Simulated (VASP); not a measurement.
Input:

```
CELL_PARAMETERS angstrom
      0.00000     2.60440     2.60440
      2.60440     0.00000     2.60440
      2.60440     2.60440     0.00000
ATOMIC_POSITIONS crystal
  Mg 0.00000 0.00000 0.00000
  S  0.50000 0.50000 0.50000
```

These are LDA (Ceperley-Alder, Perdew-Zunger), VASP's LDA PAW potentials (set 64) (plane waves; VASP) values and carry that method's errors. Numerical set-up: 400 eV cut-off, 8×8×8 Γ-centred mesh, Gaussian smearing of 0.050 eV, potentials Mg S.

Energy and stress use the plane-wave basis of the starting cell.

**Question.** The ions, cell shape and volume are relaxed. What does this cell relax into?

**Answer.** 
```
CELL_PARAMETERS angstrom
      0.00000     2.55871     2.55871
      2.55871     0.00000     2.55871
      2.55871     2.55871     0.00000
ATOMIC_POSITIONS crystal
  Mg 0.00000 0.00000 0.00000
  S  0.50000 0.50000 0.50000
```
Space group Fm-3m (225), at a tolerance of 0.03 Å.

**Question.** How do energy and volume change from the first to the last step?

**Answer.** The energy (σ→0) changes by -12.1 meV/atom and the volume by -5.2 %, in 3 ionic steps.

| step | E(σ→0) (eV) | max force (eV/Å) | pressure (GPa) | volume (Å³) |
|---|---|---|---|---|
| 1 | -9.5683 | 0.000 | -4.05 | 35.33 |
| 2 | -9.5911 | 0.000 | 1.09 | 33.09 |
| 3 | -9.5924 | 0.000 | -0.01 | 33.50 |

The structure comes from a computed database's MgS entry (Fm-3m); how it stands against other phases isn't given here. This run relaxes it. Symmetry was kept, so distortions that lower it aren't found.
